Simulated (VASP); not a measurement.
Method: HSE06 screened hybrid, VASP's PBE PAW potentials (set 64) (plane waves; VASP).

Input for VASP

**KPOINTS**
```
K-points
0
gamma
 1 1 1
```

**POSCAR**
```
C31OSi31
1.0
  8.7583314357   0.0000000000   0.0000000000
  0.0000000000   8.7583314357   0.0000000000
  0.0000000000   0.0000000000   8.7583314357
Si C O
31 31 1
Cartesian
  4.3669429067   0.0073066073   0.0047711326
  6.5468421716   2.1771317557   0.0115004354
  6.5468514896   0.0138632948   2.1749072148
  8.7486297899   0.0009575072   8.7571559888
  2.1987377133   2.1742008388   0.0056148533
  4.3688679573   4.3539095960   0.0124544498
  6.5736499606   6.5615378110   0.0070856522
  2.1995372955   0.0075582745   2.1727080985
  6.6133407253   4.4211567838   2.1747097329
  4.3696407530   0.0148861628   4.3516657299
  6.6134959413   2.1764349788   4.4193900882
  6.5737860739   0.0087957672   6.5597944231
  8.7538727058   4.3814307774   0.0066877331
  2.1931629740   6.5565625086   8.7573754384
  0.0047390893   2.1810401637   2.1790548287
  2.2057545618   4.3548734661   2.1749430294
  4.3732571565   6.5710975910   2.1793253350
  8.7543608278   0.0088952294   4.3798013021
  2.2063104207   2.1775674407   4.3516122559
  4.3682392895   4.4221917024   4.4196768929
  6.5767578186   6.5732037806   4.3825089928
  2.1934970186   0.0017324645   6.5537400346
  4.3734800429   2.1817725424   6.5691101986
  6.5766000224   4.3847169629   6.5711304987
  8.7549584683   6.5631551761   2.1788470530
  0.0063687179   4.3847535412   4.3827979529
  2.2006629233   6.5621581680   4.3799697117
  8.7552539104   2.1805701146   6.5607870748
  2.2005893472   4.3817253849   6.5601207305
  4.3727891954   6.5635971522   6.5612699374
  8.7559596454   6.5644745925   6.5625265994
  5.5541450221   0.9899759841   0.9879572387
  7.6407154240   3.2758499550   1.1159499572
  7.6408827590   1.1176993235   3.2737961727
  1.0861383215   1.0861991683   1.0847034493
  3.1819941952   3.3605592956   0.9891749507
  5.4675854551   5.4484368497   1.1159277574
  7.6661964169   7.6552043825   1.0947787921
  3.1833858792   0.9917467033   3.3582575422
  7.6658553903   5.4736369129   3.2905261351
  5.4679568433   1.1178920033   5.4469907940
  7.6657273557   3.2924531511   5.4717422362
  7.6661447927   1.0969238511   7.6532039823
  1.0891296052   5.4738303889   1.0948537432
  3.2786037487   7.6525458961   1.0845032601
  1.0945470344   3.2867005722   3.2842043873
  3.3092846576   5.4491244163   3.2740188358
  5.4786120682   7.6610763296   3.2840791475
  1.0897691701   1.0975608261   5.4709855532
  3.3097330377   3.2765267621   5.4468120066
  5.4841877236   5.4742032354   5.4718433231
  7.6641871979   7.6671435884   5.4697215814
  3.2786344721   1.0869658174   7.6502910146
  5.4782947451   3.2866812548   7.6589704125
  7.6641117808   5.4718438224   7.6651259737
  1.0839584455   7.6500491849   3.2773283185
  1.1006753212   5.4722134949   5.4701992100
  3.2893695870   7.6560430269   5.4714570133
  1.0837794497   3.2791783373   7.6481427221
  3.2892273105   5.4737973095   7.6538801438
  5.4715875659   7.6497390383   7.6480851387
  1.0940997613   7.6598279293   7.6570782591
  5.6514617110   3.4599759522   3.4581742145
```

### INCAR
```
! general
SYSTEM  =C31OSi31
PREC    =Normal
ENCUT   =400
LREAL   =Auto
LASPH   =.TRUE.
ISYM    =0
NELECT  =255.0

! electronic loop
EDIFF   =1E-5
NELM    =50
NELMIN  =4
ALGO    =Normal

! smearing
ISMEAR  =0
SIGMA   =0.05

! functional
GGA     =PE
LHFCALC =.TRUE.
AEXX    =0.25
HFSCREEN=0.2
PRECFOCK=Fast

! spin
ISPIN   =2
MAGMOM  =63*0.0159
NUPDOWN =1

! ions
ISIF    =0

! output
LWAVE   =.FALSE.
LCHARG  =.FALSE.
LORBIT  =10
```

POTCAR, in this order: Si C O (PBE.64 set). Program: vasp_gam. Read from the step before: WAVECAR.

The run wrote:

OSZICAR:
```
       N       E                     dE             d eps       ncg     rms          rms(c)
DAV:   1    -0.534937213656E+03   -0.53494E+03   -0.98154E+00   640   0.791E+00    0.145E+01
DAV:   2    -0.535017599116E+03   -0.80385E-01   -0.36518E-01   712   0.138E+00    0.107E+01
DAV:   3    -0.535001837882E+03    0.15761E-01   -0.18742E-02   760   0.360E-01    0.629E+00
DAV:   4    -0.534996223178E+03    0.56147E-02   -0.10536E-02   720   0.222E-01    0.361E+00
DAV:   5    -0.534994413410E+03    0.18098E-02   -0.11888E-03   728   0.818E-02    0.207E+00
DAV:   6    -0.534993747023E+03    0.66639E-03   -0.57178E-04   720   0.648E-02    0.117E+00
DAV:   7    -0.534993568215E+03    0.17881E-03   -0.21092E-04   704   0.325E-02    0.669E-01
DAV:   8    -0.534993499483E+03    0.68731E-04   -0.22261E-05   472   0.167E-02    0.388E-01
DAV:   9    -0.534993481406E+03    0.18077E-04   -0.40272E-05   584   0.153E-02    0.215E-01
DAV:  10    -0.534993477430E+03    0.39764E-05   -0.36368E-06   408   0.530E-03
   1 F= -.53499348E+03 E0= -.53499348E+03  d E =-.375043E-11  mag=     1.0000
```

OUTCAR:
```
------------------------ aborting loop because EDIFF is reached ----------------------------------------
  volume of cell :      671.84
      direct lattice vectors                 reciprocal lattice vectors
     8.758331436  0.000000000  0.000000000     0.114176999  0.000000000  0.000000000
     0.000000000  8.758331436  0.000000000     0.000000000  0.114176999  0.000000000
     0.000000000  0.000000000  8.758331436     0.000000000  0.000000000  0.114176999
  FREE ENERGIE OF THE ION-ELECTRON SYSTEM (eV)
  ---------------------------------------------------
  free  energy   TOTEN  =      -534.9934774301 eV

  energy  without entropy=     -534.9934774301  energy(sigma->0) =     -534.99347743

  exchange ACFDT corr.  =         0.00000000  see jH, gK, PRB 81, 115126

 total charge

# of ion       s       p       d       tot
------------------------------------------
    1        0.710   0.989   0.000   1.699
    2        0.710   0.987   0.000   1.697
    3        0.710   0.987   0.000   1.697
    4        0.709   0.979   0.000   1.688
    5        0.710   0.989   0.000   1.699
    6        0.710   0.987   0.000   1.697
    7        0.708   0.969   0.000   1.677
    8        0.710   0.989   0.000   1.699
    9        0.711   0.930   0.000   1.641
   10        0.710   0.987   0.000   1.697
   11        0.711   0.930   0.000   1.641
   12        0.708   0.969   0.000   1.677
   13        0.708   0.969   0.000   1.677
   14        0.709   0.979   0.000   1.688
   15        0.709   0.981   0.000   1.689
   16        0.710   0.987   0.000   1.697
   17        0.709   0.981   0.000   1.689
   18        0.708   0.969   0.000   1.677
   19        0.710   0.987   0.000   1.697
   20        0.711   0.930   0.000   1.641
   21        0.709   0.983   0.000   1.691
   22        0.709   0.979   0.000   1.688
   23        0.709   0.981   0.000   1.689
   24        0.709   0.982   0.000   1.691
   25        0.714   0.987   0.000   1.700
   26        0.709   0.983   0.000   1.691
   27        0.708   0.969   0.000   1.677
   28        0.714   0.987   0.000   1.700
   29        0.708   0.969   0.000   1.677
   30        0.714   0.987   0.000   1.700
   31        0.708   0.977   0.000   1.685
   32        0.861   1.645   0.000   2.506
   33        0.834   1.710   0.000   2.545
   34        0.834   1.710   0.000   2.545
   35        0.835   1.721   0.000   2.556
   36        0.861   1.645   0.000   2.505
   37        0.834   1.710   0.000   2.544
   38        0.837   1.709   0.000   2.546
   39        0.861   1.645   0.000   2.506
   40        0.837   1.726   0.000   2.564
   41        0.834   1.710   0.000   2.545
   42        0.837   1.726   0.000   2.564
   43        0.837   1.709   0.000   2.546
   44        0.837   1.709   0.000   2.546
   45        0.835   1.721   0.000   2.555
   46        0.838   1.709   0.000   2.548
   47        0.834   1.710   0.000   2.545
   48        0.838   1.709   0.000   2.548
   49        0.837   1.709   0.000   2.546
   50        0.834   1.710   0.000   2.544
   51        0.837   1.726   0.000   2.563
   52        0.834   1.718   0.000   2.553
   53        0.835   1.721   0.000   2.555
   54        0.838   1.710   0.000   2.548
   55        0.834   1.719   0.000   2.553
   56        0.842   1.692   0.000   2.534
   57        0.834   1.718   0.000   2.552
   58        0.837   1.709   0.000   2.546
   59        0.842   1.692   0.000   2.534
   60        0.837   1.709   0.000   2.546
   61        0.842   1.692   0.000   2.534
   62        0.839   1.704   0.000   2.542
   63        1.584   3.577   0.000   5.161
--------------------------------------------------
tot         49.588  86.696   0.000 136.285

 magnetization (x)

# of ion       s       p       d       tot
------------------------------------------
    1       -0.004  -0.011   0.000  -0.014
    2       -0.003  -0.007   0.000  -0.010
    3       -0.003  -0.007   0.000  -0.010
    4       -0.001  -0.005   0.000  -0.006
    5       -0.003  -0.011   0.000  -0.014
    6       -0.003  -0.007   0.000  -0.010
    7       -0.001  -0.005   0.000  -0.005
    8       -0.003  -0.011   0.000  -0.014
    9       -0.002  -0.015   0.000  -0.017
   10       -0.003  -0.007   0.000  -0.010
   11       -0.002  -0.015   0.000  -0.017
   12       -0.001  -0.005   0.000  -0.005
   13       -0.001  -0.005   0.000  -0.005
   14       -0.001  -0.005   0.000  -0.006
   15       -0.000  -0.004   0.000  -0.005
   16       -0.003  -0.007   0.000  -0.010
   17       -0.000  -0.004   0.000  -0.005
   18       -0.001  -0.005   0.000  -0.005
   19       -0.003  -0.007   0.000  -0.010
   20       -0.001  -0.015   0.000  -0.017
   21       -0.000  -0.004   0.000  -0.004
   22       -0.001  -0.005   0.000  -0.006
...
```
(Selected blocks of OUTCAR.)

The cell is charged, with a uniform compensating background. The supercell is sampled at Γ alone, which is coarse: total energies, pressure and levels can be off, energies of defects by several tenths of an eV.

The cell is a supercell with a defect, built from SiC (zinc blende): O_C-vac_Si, charge -1. The cell's shape comes from a PBE relaxation.
